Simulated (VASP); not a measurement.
Here is a VASP 6.6.1 calculation.

File INCAR:

```
PREC = Accurate
ENCUT = 520
EDIFF = 1E-6
ISMEAR = 0
SIGMA = 0.05
LREAL = False
LASPH = True
NELM = 100
ALGO = Fast
ISIF = 2
LWAVE = False
LCHARG = True
GGA = CA
LELF = True
LVHAR = True
NBANDS = 28
```

File KPOINTS:

```
Automatic mesh
0
Gamma
  6 6 6
```

The input POSCAR:

```
Ca3SbP
1.0
    5.1639159141      0.0000000000      0.0000000000
    0.0000000000      5.1639159141      0.0000000000
    0.0000000000      0.0000000000      5.1639159141
Ca Sb P
3 1 1
Direct
   -0.0114827719      0.5000000000      0.5000000000
    0.4542997981      0.0000000000      0.5000000000
    0.4542997981      0.5000000000      0.0000000000
    0.0351054686      0.0000000000      0.0000000000
    0.4951220023      0.5000000000      0.5000000000
```

Potentials or basis: VASP PAW LDA potentials, release 64 (Ca_sv, Sb, P).

The run is started by

```bash
$ cat potpaw_LDA.64/Ca_sv/POTCAR potpaw_LDA.64/Sb/POTCAR potpaw_LDA.64/P/POTCAR > POTCAR
$ mpirun -np 1 vasp_std > vasp.out
```

Task: Predict the largest force.

Result: 0.188 eV/Å.

Task: Estimate the pressure.

Result: 3.3 GPa.

Stress tensor (GPa, compression positive):
```
4.17 0.00 0.00
0.00 2.80 0.00
0.00 0.00 2.80
```
